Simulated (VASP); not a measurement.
Crystal: NaCu.

```
Na Cu
1.0
     2.94224    0.00000    0.00000
     0.00000    2.94224    0.00000
     0.00000    0.00000    4.04091
Na Cu
1 1
Direct
  0.00000 0.00000 0.00000
  0.50000 0.50000 0.50000
```

The cell was built by a generator and needn't be a form met in nature.

Base run:

| Property | Result |
| --- | --- |
| Program | VASP 6.6.1 |
| Functional | revPBE |
| Potentials or basis | VASP PAW PBE potentials, release 64 (Na_pv, Cu) |
| Cutoff | 520 eV |
| k mesh | 9 × 9 × 7 |
| Occupations | fermi-dirac, width 0.05 eV |
| Spin | no spin polarisation |

Its results: pressure 5.0 GPa.

Question: After a change of settings the same cell gave: pressure 0.9 GPa. Which change was it?
A. functional from revPBE to RPBE
B. functional from revPBE to TPSS
C. functional from revPBE to PBEsol
D. functional from revPBE to BLYP

Answer: C.

PBEsol binds more tightly than revPBE, so the same cell stands under less pressure.

Caveats: the PAW data sets were made with another functional, which shifts forces and pressure a little.

Runs at the PBE level aren't shown here.
